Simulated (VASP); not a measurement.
```yaml
crystal:
  lattice:
    - [2.84789, 1.64423, 4.69821]
    - [-2.84789, 1.64423, 4.69821]
    - [0.00000, -3.28845, 4.69821]
  atoms:
    - { symbol: Tl, position: [0.00000, 0.00000, 0.00000] }
    - { symbol: Tl, position: [0.50000, 0.50000, 0.50000] }
    - { symbol: Rh, position: [0.50000, 0.00000, 0.00000] }
    - { symbol: Rh, position: [0.00000, 0.50000, 0.00000] }
    - { symbol: Rh, position: [0.00000, 0.00000, 0.50000] }
    - { symbol: S, position: [0.71972, 0.71972, 0.71972] }
    - { symbol: S, position: [0.28028, 0.28028, 0.28028] }
```

All values below come from PBEsol GGA, VASP's PBE PAW potentials (set 64) (plane waves; VASP 6.6.1). Settings: 300 eV cut-off, 5×5×5 Γ-centred mesh, Fermi-Dirac smearing of 0.10 eV, potentials Tl_d Rh_pv S.

At this cut-off the stress carries a Pulay error, which pulls relaxed volumes low.

Problem. Which forces act on the atoms, in eV/Å?

Solution. 
```csv
atom,Fx,Fy,Fz
Tl1,0.000,0.000,0.000
Tl2,0.000,0.000,0.000
Rh3,0.000,0.000,0.000
Rh4,0.000,0.000,0.000
Rh5,0.000,0.000,0.000
S6,0.000,0.000,0.245
S7,0.000,0.000,-0.245
```

Problem. Give the stress tensor in GPa (positive for a compressed cell).

Solution. 
```
-3.85   0.00   0.00
 0.00  -3.85   0.00
 0.00   0.00  -3.86
```
The pressure is its mean diagonal, -3.85 GPa.

The structure comes from a computed database's Tl2Rh3S2 entry (R-3m); how it stands against other phases isn't given here. The cell was not relaxed at this level. The electron count is odd and the run is not spin-polarised, which forces a metal.
